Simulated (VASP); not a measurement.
# Mg2ZnTeS2 (I4/mmm) in VASP: a series of runs

Runs on Mg2ZnTeS2. Level: PBE. Tasks: relaxation of cell and atoms.

Program: VASP 6.6.1. These are calculated values, not measurements. Logs are shortened: lines on timing, memory, paths and dates and some standing lists are left out, and cuts for length are marked.

## (1) Starting point

It takes space group I4/mmm (No. 139, tetragonal). Conventional cell: a = 3.880 Å, b = 3.880 Å, c = 16.470 Å, α = 90.00°, β = 90.00°, γ = 90.00°. Mg (site symmetry 4mm) has 5 S at 2.73 to 2.74 Å and 1 Te at 2.75 Å as nearest neighbours. Around Zn (site symmetry 4/mmm) lie 4 Te at 2.74 Å and 2 S at 2.75 Å. Around Te (site symmetry 4/mmm) lie 4 Zn at 2.74 Å and 2 Mg at 2.75 Å. S (site symmetry 4mm) is surrounded by 5 Mg at 2.73 to 2.74 Å and 1 Zn at 2.75 Å.

The cell was built by a generator and needn't be a form met in nature.

## (2) Relaxation of cell and atoms, PBE

INCAR reads:

```
PREC     = Normal         # precision mode
ENCUT    = 520            # plane-wave cutoff, eV
EDIFF    = 1E-4           # SCF threshold, eV
ISMEAR   = 0              # smearing method
SIGMA    = 0.15           # smearing width, eV
LREAL    = False          # projectors in reciprocal space
LASPH    = True           # aspherical terms in the spheres
NELM     = 60             # most SCF steps
ALGO     = Fast           # electronic algorithm
ISIF     = 3              # what is computed and relaxed
LWAVE    = False          # write WAVECAR
LCHARG   = False          # write CHGCAR
GGA      = PE             # functional
IBRION   = 2              # ionic algorithm
NSW      = 24             # ionic steps
EDIFFG   = -0.08          # ionic threshold
```

KPOINTS reads:

```
regular mesh
0
Gamma
  5 5 5
```

POSCAR reads:

```
Mg2ZnTeS2
1.0
   -1.9400000000      1.9400000000      8.2350000000
    1.9400000000     -1.9400000000      8.2350000000
    1.9400000000      1.9400000000     -8.2350000000
Mg Zn Te S
2 1 1 2
Direct
    0.8330000000      0.8330000000      0.0000000000
    0.1670000000      0.1670000000      0.0000000000
    0.5000000000      0.5000000000      0.0000000000
    0.0000000000      0.0000000000      0.0000000000
    0.6670000000      0.6670000000      0.0000000000
    0.3330000000      0.3330000000      0.0000000000
```

Potentials or basis: VASP PAW PBE potentials, release 64 (Mg, Zn, Te, S).

Started as:

```console
$ cat potpaw_PBE.64/Mg/POTCAR potpaw_PBE.64/Zn/POTCAR potpaw_PBE.64/Te/POTCAR potpaw_PBE.64/S/POTCAR > POTCAR
$ mpirun -np 1 vasp_std > vasp.out
```

OUTCAR:

```text
PREC = Normal
   ENCUT = 520
   EDIFF = 1E-4
   ISMEAR = 0
   LREAL = False
   LASPH = True
   NELM = 60
   ISIF = 3
   GGA = PE
   IBRION = 2
   NSW = 24
   EDIFFG = -0.08

 ion  position               nearest neighbor table
   1  0.833  0.833  0.000-   5 2.73   6 2.74   6 2.74   6 2.74   6 2.74   4 2.75
   2  0.167  0.167  0.000-   6 2.73   5 2.74   5 2.74   5 2.74   5 2.74   4 2.75
   3  0.500  0.500  0.000-   4 2.74   4 2.74   4 2.74   4 2.74   6 2.75   5 2.75
   4  0.000  0.000  0.000-   3 2.74   3 2.74   3 2.74   3 2.74   2 2.75   1 2.75
   5  0.667  0.667  0.000-   1 2.73   2 2.74   2 2.74   2 2.74   2 2.74   3 2.75
   6  0.333  0.333  0.000-   2 2.73   1 2.74   1 2.74   1 2.74   1 2.74   3 2.75

  LATTYP: Found a body centered tetragonal cell.
 ALAT       =     3.8800000000
 C/A-ratio  =     4.2448453608

  Lattice vectors:

 A1 = (  -1.9400000000,   1.9400000000,   8.2350000000)
 A2 = (   1.9400000000,  -1.9400000000,   8.2350000000)
 A3 = (   1.9400000000,   1.9400000000,  -8.2350000000)

Analysis of symmetry for initial positions (statically):
=====================================================================
 Subroutine PRICEL returns:
 Original cell was already a primitive cell.

 Routine SETGRP: Setting up the symmetry group for a
 body centered tetragonal supercell.

 Subroutine GETGRP returns: Found 16 space group operations
 (whereof 16 operations were pure point group operations)
 out of a pool of 16 trial point group operations.

The static configuration has the point symmetry D_4h.

Analysis of symmetry for dynamics (positions and initial velocities):
=====================================================================
 Subroutine PRICEL returns:
 Original cell was already a primitive cell.

 Routine SETGRP: Setting up the symmetry group for a
 body centered tetragonal supercell.

 Subroutine GETGRP returns: Found 16 space group operations
 (whereof 16 operations were pure point group operations)
 out of a pool of 16 trial point group operations.

The dynamic configuration has the point symmetry D_4h.

 Subroutine INISYM returns: Found 16 space group operations
 (whereof 16 operations are pure point group operations),
 and found     1 'primitive' translations

----------------------------------------------------------------------------------------

                                     Primitive cell

  volume of cell :     123.9730

  direct lattice vectors                    reciprocal lattice vectors
    -1.940000000  1.940000000  8.235000000     0.000000000  0.257731959  0.060716454
     1.940000000 -1.940000000  8.235000000     0.257731959  0.000000000  0.060716454
     1.940000000  1.940000000 -8.235000000     0.257731959  0.257731959  0.000000000

  length of vectors
     8.680001440  8.680001440  8.680001440     0.264787179  0.264787179  0.364488032

  position of ions in fractional coordinates (direct lattice)
     0.833000000  0.833000000  0.000000000
     0.167000000  0.167000000  0.000000000
     0.500000000  0.500000000  0.000000000
     0.000000000  0.000000000  0.000000000
     0.667000000  0.667000000  0.000000000
     0.333000000  0.333000000  0.000000000

  ion indices of the primitive-cell ions
   primitive index   ion index
                 1           1
                 2           2
                 3           3
                 4           4
                 5           5
                 6           6

----------------------------------------------------------------------------------------

 KPOINTS: regular mesh

Automatic generation of k-mesh.
 Grid dimensions read from file:
 generate k-points for:    5    5    5

 Generating k-lattice:

  Cartesian coordinates                     Fractional coordinates (reciprocal lattice)
     0.000000000  0.051546392  0.012143291     0.200000000 -0.000000000  0.000000000
     0.051546392  0.000000000  0.012143291    -0.000000000  0.200000000  0.000000000
     0.051546392  0.051546392  0.000000000     0.000000000  0.000000000  0.200000000

  Length of vectors
     0.052957436  0.052957436  0.072897606

  Shift w.r.t. Gamma in fractional coordinates (k-lattice)
     0.000000000  0.000000000  0.000000000

 Subroutine IBZKPT returns following result:
 ===========================================

 Found     18 irreducible k-points:

 Following reciprocal coordinates:
            Coordinates               Weight
  0.000000  0.000000  0.000000      1.000000
  0.200000  0.000000  0.000000      8.000000
  0.400000 -0.000000  0.000000      8.000000
  0.200000  0.200000  0.000000      8.000000
  0.400000  0.200000  0.000000     16.000000
 -0.400000  0.200000 -0.000000     16.000000
[... 10 lines left out ...]
 -0.400000  0.400000  0.400000      4.000000
 -0.400000 -0.400000  0.400000      2.000000
   k-points           NKPTS =     18   k-points in BZ     NKDIM =     18   number of bands    NBANDS=     21
   number of dos      NEDOS =    301   number of ions     NIONS =      6
   total plane-waves  NPLWV = 110592
   dimension x,y,z NGX =    48 NGY =   48 NGZ =   48
   dimension x,y,z NGXF=    96 NGYF=   96 NGZF=   96
   ions per type =               2   1   1   2
   NGX,Y,Z   is equivalent  to a cutoff of   9.19,  9.19,  9.19 a.u.
   NGXF,Y,Z  is equivalent  to a cutoff of  18.39, 18.39, 18.39 a.u.
 SYSTEM =  unknown system
   PREC   = normal    normal or accurate (medium, high low for compatibility)
   ISTART =      0    job   : 0-new  1-cont  2-samecut
   ICHARG =      2    charge: 1-file 2-atom 10-const
   ISPIN  =      1    spin polarized calculation?
   LNONCOLLINEAR =      F non collinear calculations
   LSORBIT =      F    spin-orbit coupling
   LASPH  =      T    aspherical Exc in radial PAW
   ENCUT  =  520.0 eV  38.22 Ry    6.18 a.u.  16.14 16.14 16.14*2*pi/ulx,y,z
   NELM   =     60;   NELMIN=  2; NELMDL= -5     # of ELM steps
   EDIFF  = 0.1E-03   stopping-criterion for ELM
   LREAL  =      F    real-space projection
   EDIFFG = -.8E-01   stopping-criterion for IOM
   NSW    =     24    number of steps for IOM
   IBRION =      2    ionic relax: 0-MD 1-quasi-New 2-CG
   NFREE  =      1    steps in history (QN), initial steepest desc. (CG)
   ISIF   =      3    stress and relaxation
   ISYM   =      2    0-nonsym 1-usesym 2-fastsym
   POTIM  = 0.5000    time-step for ionic-motion
   TEBEG  =    0.0;   TEEND  =   0.0 temperature during run
   PSTRESS=    0.0 pullay stress
   NELECT =      34.0000    total number of electrons
   NUPDOWN=      -1.0000    fix difference up-down
   EMIN   =  10.00;   EMAX   =-10.00  energy-range for DOS
   EFERMI =   0.00;   METHOD = LEGACY
   ISMEAR =     0;   SIGMA  =   0.15  broadening in eV -4-tet -1-fermi 0-gaus
   EFERMI_NEDOS =   21; number of points for ismear=-14 and -15
   IALGO  =     68    algorithm
   IMIX   =      4    mixing-type and parameters
     AMIX     =   0.40;   BMIX     =  1.00
     AMIX_MAG =   1.60;   BMIX_MAG =  1.00
  volume/ion in A,a.u.               =      20.66       139.44
  Fermi-wavevector in a.u.,A,eV,Ry     =   1.063634  2.009976 15.392500  1.131317
  Thomas-Fermi vector in A             =   2.199125
   LORBIT       =      0    0 simple, 1 ext, 2 COOP (PROOUT), +10 PAW based schemes
   GGA     = PE    functional components
   LHFCALC =     F    Hartree Fock is set to
   AEXX    =    0.0000 exact exchange contribution
   IVDW    =     0    specifies the selected vdW correction
   LEPSILON=     F    determine dielectric tensor
   LRPA    =     F    only Hartree local field effects (RPA)
 conjugate gradient relaxation of ions
 non-spin polarized calculation
 RMM-DIIS sequential band-by-band and
 Gauss-broadening in eV      SIGMA  =   0.15
  energy-cutoff  :      520.00
  volume of cell :      123.97
 maximum number of plane-waves:      3359
   NGX = 33   NGY = 33   NGZ = 33

--------------------------------------- Ionic step        1  -------------------------------------------

 number of electron      34.0000023 magnetization

 Free energy of the ion-electron system (eV)
  ---------------------------------------------------
  ext. energy  EPLUGINS =         0.00000000
  ---------------------------------------------------
  free energy    TOTEN  =       -20.64652976 eV

  energy without entropy =      -20.62815166  energy(sigma->0) =      -20.63734071

------------------------ aborting loop because EDIFF is reached ----------------------------------------

  FORCE on cell =-STRESS in cart. coord.  units (eV):
  Direction    XX          YY          ZZ          XY          YZ          ZX
  --------------------------------------------------------------------------------------
  -------------------------------------------------------------------------------------
  Total       -1.4246997     -1.4246997      1.0525406      0.0000000     -0.0000000      0.0000000
  in kB      -18.4122500    -18.4122500     13.6026140      0.0000000     -0.0000000      0.0000000
  external PRESSURE =      -7.7406287 kB  Pullay stress =       0.0000000 kB
[... 65 lines left out ...]
  energy  without entropy=      -20.7538079171  energy(sigma->0) =      -20.76436654

--------------------------------------- Ionic step        3  -------------------------------------------

 number of electron      33.9999960 magnetization

 E-fermi :   4.8652     XC(G=0):  -9.8197

 val. band max:        4.7992886569   @ k =   0.4000   0.4000   0.0000
 cond. band min:       4.9955722279   @ k =  -0.2000   0.2000   0.2000
 fundamental gap:      0.1962835710
 Fermi energy:         4.8651899464

 k-point     1 :       0.0000    0.0000    0.0000
  band No.  band energies     occupation
      1      -8.4296      2.00000
      2      -7.4510      2.00000
      3      -7.3571      2.00000
      4      -2.5949      2.00000
      5      -2.5319      2.00000
      6      -2.3349      2.00000
[... 658 lines left out ...]
  energy  without entropy=      -20.9523136523  energy(sigma->0) =      -20.95524854

--------------------------------------- Ionic step        9  -------------------------------------------

 number of electron      33.9999992 magnetization

 Free energy of the ion-electron system (eV)
  ---------------------------------------------------
  ext. energy  EPLUGINS =         0.00000000
  ---------------------------------------------------
  free energy    TOTEN  =       -20.96712029 eV

  energy without entropy =      -20.96393542  energy(sigma->0) =      -20.96552785

 E-fermi :   4.2883     XC(G=0):  -9.6080

 val. band max:        4.1160492338   @ k =   0.4000   0.4000   0.0000
 cond. band min:       4.5037775941   @ k =  -0.2000   0.2000   0.2000
 fundamental gap:      0.3877283603
 Fermi energy:         4.2883391509

 k-point     1 :       0.0000    0.0000    0.0000
  band No.  band energies     occupation
      1      -8.6224      2.00000
      2      -7.8229      2.00000
      3      -7.6205      2.00000
      4      -2.9880      2.00000
      5      -2.9361      2.00000
      6      -2.7527      2.00000
[... 454 lines left out ...]
  FREE ENERGIE OF THE ION-ELECTRON SYSTEM (eV)
  ---------------------------------------------------
  free  energy   TOTEN  =       -20.9671202878 eV

  energy  without entropy=      -20.9639354216  energy(sigma->0) =      -20.96552785

 reached required accuracy - stopping structural energy minimisation
```

It took 6 min on 1 thread of AMD EPYC 7R13 (Zen 3), shared host; peak memory 0.35 GiB.

Results:

```yaml
Free_energy: -20.9671 eV
Relaxed_volume: 20.64 Å³/atom
Relaxed_cell: a = 9.072 Å, b = 9.072 Å, c = 9.072 Å, α = 155.96°, β = 155.96°, γ = 34.26°
Space_group_after_relaxing_to_0.05_Å: I4/mmm (No. 139)
Energy_gained_by_relaxing: 53.4 meV/atom
Ionic_steps: 9
Pressure_after_relaxing: 0.0 GPa
Largest_force_after_relaxing: 0.055 eV/Å
Band_gap_on_the_k_mesh: none (metal or under the smearing width)
```

Forces on the atoms (eV/Å):
```
Mg   0.000  0.000  0.048
Mg   0.000  0.000 -0.048
Zn   0.000  0.000  0.000
Te   0.000  0.000  0.000
S    0.000  0.000  0.055
S    0.000  0.000 -0.055
```

Stress tensor (GPa, compression positive):
```
-0.21  0.00  0.00
 0.00 -0.21  0.00
 0.00  0.00  0.27
```

The path:
```tsv
step	energy change (eV)	largest force (eV/Å)	pressure (GPa)	volume (Å³)
1	0.0000	1.0557	-0.77	123.97
2	-0.1284	0.7841	-0.23	122.17
3	-0.2439	0.3100	2.35	118.22
4	-0.3116	0.2186	0.07	123.92
5	-0.3097	0.2035	-1.19	125.33
6	-0.3114	0.2067	-0.83	124.63
7	-0.3117	0.2148	-0.48	124.32
8	-0.3117	0.2060	-0.67	124.44
9	-0.3206	0.0552	-0.05	123.83
```

Final structure:
```xyz
6
Lattice="-1.8896 1.8896 8.6699 1.8896 -1.8896 8.6699 1.8896 1.8896 -8.6699" Properties=species:S:1:pos:R:3 pbc="T T T"
Mg    1.8896    1.8896    5.5091
Mg    1.8896    1.8896   -5.5091
Zn    0.0000    0.0000    8.6699
Te    0.0000    0.0000    0.0000
S     0.0000    0.0000   11.6485
S     0.0000    0.0000    5.6912
```

Levels at points of the mesh, in eV from the Fermi level:
```tsv
k point	band 14	band 15	band 16	band 17	band 18	band 19	band 20	band 21
(0.00, 0.00, 0.00)	-1.78	-0.80	-0.80	-0.49	0.59	2.16	2.54	4.25
```

Caveat: the k mesh is coarse (spacing up to 0.46 Å⁻¹), so the values aren't converged; the relaxation stopped at a loose force limit of 0.08 eV/Å, so its end isn't a converged minimum. The run has no spin-orbit coupling, so splittings on Te are missing.

## (3) Relaxation of cell and atoms, PBE

This run uses another cell than the first one, of 23.01 Å³/atom, 1.113 times its volume.

INCAR is that of step 2.

KPOINTS reads:

```
regular mesh
0
Gamma
  4 4 4
```

POSCAR reads:

```
Mg2ZnTeS2
1.0
   -2.0100000000      6.0350000000      2.8450000000
    2.0100000000     -6.0350000000      2.8450000000
    2.0100000000      6.0350000000     -2.8450000000
Mg Zn Te S
2 1 1 2
Direct
    0.3330000000      0.0000000000      0.3330000000
    0.6670000000      0.0000000000      0.6670000000
    0.0000000000      0.0000000000      0.0000000000
    0.2500000000      0.7500000000      0.5000000000
    0.9170000000      0.7500000000      0.1670000000
    0.5830000000      0.7500000000      0.8330000000
```

Potentials or basis: VASP PAW PBE potentials, release 64 (Mg, Zn, Te, S).

Started as:

```console
$ cat potpaw_PBE.64/Mg/POTCAR potpaw_PBE.64/Zn/POTCAR potpaw_PBE.64/Te/POTCAR potpaw_PBE.64/S/POTCAR > POTCAR
$ mpirun -np 1 vasp_std > vasp.out
```

Wall time 5.3 min (1 thread of AMD EPYC 7R13 (Zen 3), shared host); peak memory 0.26 GiB.

Results (log left out):

```yaml
Free_energy: -21.7372 eV
Relaxed_volume: 25.22 Å³/atom
Relaxed_cell: a = 7.148 Å, b = 7.148 Å, c = 7.148 Å, α = 146.00°, β = 60.48°, γ = 131.58°
Space_group_after_relaxing_to_0.05_Å: Imm2 (No. 44)
Energy_gained_by_relaxing: 158.0 meV/atom
Ionic_steps: 12
Pressure_after_relaxing: 0.2 GPa
Largest_force_after_relaxing: 0.026 eV/Å
Band_gap_on_the_k_mesh: 1.86 eV, indirect (least direct gap 1.95 eV)
```

Forces in eV/Å, atoms in the order of the input:
```
Mg   0.000  0.003  0.025
Mg   0.000 -0.003  0.025
Zn   0.000  0.000 -0.024
Te   0.000  0.000 -0.004
S    0.000  0.024 -0.010
S    0.000 -0.024 -0.010
```

Stress tensor (GPa, compression positive):
```
0.20 0.00 0.00
0.00 0.02 0.00
0.00 0.00 0.24
```

The path:
```csv
step,energy change (eV),largest force (eV/Å),pressure (GPa),volume (Å³)
1,0.0000,2.4050,7.55,138.04
2,-0.7457,0.7971,-2.28,160.85
3,-0.7535,0.8978,-1.51,158.27
4,-0.8729,0.6080,-0.47,154.50
5,-0.9210,0.3692,0.21,151.81
6,-0.9074,0.3436,1.80,146.52
7,-0.9338,0.2024,0.40,149.82
8,-0.9335,0.1714,0.61,149.13
9,-0.9463,0.1145,0.21,150.89
10,-0.9472,0.1003,-0.18,151.32
11,-0.9471,0.1046,0.05,151.28
12,-0.9482,0.0264,0.15,151.35
```

Final structure:
```yaml
crystal:
  lattice:
    - [-2.09021, 6.17549, 2.93126]
    - [2.09021, -6.17549, 2.93126]
    - [2.09021, 6.17549, -2.93126]
  atoms:
    - { symbol: Mg, position: [0.34223, 0.02350, 0.31873] }
    - { symbol: Mg, position: [0.70477, 0.02350, 0.68127] }
    - { symbol: Zn, position: [0.96191, 0.96191, 0.00000] }
    - { symbol: Te, position: [0.23631, 0.73631, 0.50000] }
    - { symbol: S, position: [0.91755, 0.75238, 0.16517] }
    - { symbol: S, position: [0.58722, 0.75238, 0.83483] }
```

Levels at points of the mesh, in eV from the valence-band top:
| k point | band 13 | band 14 | band 15 | band 16 | band 17 | band 18 | band 19 | band 20 | band 21 |
| --- | --- | --- | --- | --- | --- | --- | --- | --- | --- |
| (0.00, 0.00, 0.00) | -2.16 | -2.00 | -0.67 | -0.59 | -0.09 | 1.86 | 3.66 | 3.80 | 5.24 |
| (0.50, 0.00, 0.00) | -1.99 | -1.93 | -1.16 | -0.97 | -0.22 | 2.92 | 3.67 | 4.02 | 4.92 |
| (0.00, 0.50, 0.00) | -2.63 | -2.27 | -1.58 | -1.13 | -0.98 | 2.84 | 4.41 | 4.52 | 5.21 |
| (0.50, 0.50, 0.00) | -2.54 | -2.13 | -2.06 | -1.66 | -1.09 | 2.60 | 3.28 | 4.36 | 4.39 |
| (0.50, 0.50, 0.50) | -2.19 | -1.83 | -1.69 | -1.16 | 0.00 | 2.53 | 3.29 | 4.02 | 4.18 |

Caveat: the k mesh is coarse (spacing up to 0.48 Å⁻¹), so the values aren't converged; spin-orbit coupling is left out, which moves the levels of the heavy elements; the relaxation stopped at a loose force limit of 0.08 eV/Å, so its end isn't a converged minimum. A k mesh can miss the band edges.
